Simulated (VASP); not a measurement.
BN (wurtzite):

```
CELL_PARAMETERS angstrom
      1.27500    -2.20837     0.00000
      1.27500     2.20837     0.00000
      0.00000     0.00000     4.22000
ATOMIC_POSITIONS crystal
  B  0.66667 0.33333 0.50000
  B  0.33333 0.66667 0.00000
  N  0.66667 0.33333 0.87500
  N  0.33333 0.66667 0.37500
```

The lowest empty band near K, direction to M, from PBE with spin-orbit coupling in VASP (PAW); its two spin partners are averaged. The gap over the points computed is 5.22 eV, and the next band on that side lies 8.15 eV away at the edge.

Numerical set-up: 520 eV cut-off, 11×11×6 Γ-centred mesh, Gaussian smearing of 0.050 eV, potentials B N.

```json
[
 {"distance from the edge in k (1/Å)": "0.025", "distance in energy (meV)": "4.7"},
 {"distance from the edge in k (1/Å)": "0.035", "distance in energy (meV)": "9.2"},
 {"distance from the edge in k (1/Å)": "0.050", "distance in energy (meV)": "18.8"},
 {"distance from the edge in k (1/Å)": "0.070", "distance in energy (meV)": "36.8"}
]
```

**Question.** Fit E(1 + αE) = ħ²k²/2m* (ħ²/2m0 = 3.810 eV Å²) and predict the row at 0.095 1/Å.

**Answer.** The rows don't resolve α, so a parabola serves: the electron mass is m* = 0.507 m0, and so 67.8 meV. The run gave 67.8 meV, +0.0 meV from the fit.

Left out are points under 3 meV from the edge, since the levels carry 0.1 meV, and points farther than half the way to the next band.

The compound is BN in the wurtzite structure, a metastable high-pressure form. The cell was not relaxed at this level.
